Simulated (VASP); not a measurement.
```yaml
crystal:
  lattice:
    - [0.00000, 3.25060, 3.25060]
    - [3.25060, 0.00000, 3.25060]
    - [3.25060, 3.25060, 0.00000]
  atoms:
    - { symbol: Hg, position: [0.00000, 0.00000, 0.00000] }
    - { symbol: Te, position: [0.25000, 0.25000, 0.25000] }
```

Computed with optB88-vdW, VASP's PBE PAW potentials (set 64) (plane waves; VASP 6.6.1). Run with 520 eV cut-off, 10×10×10 Γ-centred mesh, first-order Methfessel-Paxton smearing of 0.10 eV, potentials Hg Te.

Question: Give the stress tensor in GPa (positive for a compressed cell).

Answer: 
```
2.61  0.00  0.00
0.00  2.61  0.00
0.00  0.00  2.61
```
The pressure is its mean diagonal, 2.61 GPa.

The compound is HgTe in the zinc blende structure. This cell is one point of a volume scan, at 0.94 of the reference volume.
